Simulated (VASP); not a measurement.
The input files of a VASP run:

### KPOINTS
```
Automatic mesh
0
gamma
10 10 5
```

**INCAR**
```
# general
SYSTEM =TiC
PREC   =Accurate
ENCUT  =520
LREAL  =.FALSE.
LASPH  =.TRUE.   # aspherical one-centre terms

# electronic loop
EDIFF  =1E-6   # SCF stop (eV)
NELM   =100   # most electronic steps
ALGO   =Normal
LMAXMIX=4
LMIXTAU=.TRUE.

# smearing
ISMEAR =1   # Methfessel-Paxton
SIGMA  =0.1   # width (eV)

# functional
METAGGA=R2SCAN

# ions
IBRION =2   # conjugate gradients
NSW    =60   # most ionic steps
ISIF   =3   # ions, shape and volume
EDIFFG =-0.02   # ionic stop

# output
LWAVE  =.FALSE.
LCHARG =.FALSE.
```

File POSCAR:
```
TiC
1.0
  3.0444197775  -0.0000001366   0.0000000000
 -1.5222096256   2.6365450640   0.0000000000
  0.0000000000   0.0000000000   5.3615317370
Ti C
2 2
Cart
  0.0000000000   0.0000000000   0.0000000000
  0.0000000000   0.0000000000   2.6807658685
 -0.0000013468   1.7576975426   1.3403829342
  1.5222114987   0.8788473848   4.0211488027
```

POTCAR, in this order: Ti_sv C (PBE.64 set). Program: vasp_std.

### Question
Translate this r2SCAN calculation to Ansatz.

### Answer
One equivalent input (not run):
Ansatz 0.2 input:
```yaml
crystal:
  lattice:
    - [3.0444198, -0.0000001, 0.0000000]
    - [-1.5222096, 2.6365451, 0.0000000]
    - [0.0000000, 0.0000000, 5.3615317]
  atoms:
    - { symbol: Ti, position: [0.0000000, 0.0000000, 0.0000000] }
    - { symbol: Ti, position: [0.0000000, 0.0000000, 0.5000000] }
    - { symbol: C, position: [0.3333330, 0.6666670, 0.2500000] }
    - { symbol: C, position: [0.6666670, 0.3333330, 0.7500000] }
kpoints:
  mp_grid: { grid: [10, 10, 5] }
hamiltonian:
  xc: r2scan
  pseudopotentials: { kind: paw }
scf:
  occupations: { method: methfessel_paxton, width: 0.1 }
  max_iter: 100
relax:
  max_steps: 60
  f_tol: 0.02
  cell: {}
output: { forces: true, stress: true, eigenvalues: true }
```
What does not carry over: each code has its own PAW files, so the cut-off isn't converted (ENCUT is set for VASP's; basis.ecutwfc is left out, and Ansatz then takes the one that its files recommend); Ansatz stops its SCF on the density residual and VASP on the energy change (EDIFF).

The structure was generated: TiC was put into the NiAs type (P6_3/mmc), which need not be its known phase. It was relaxed first, which changed the volume by -44 %. The start is the result of an earlier pass.
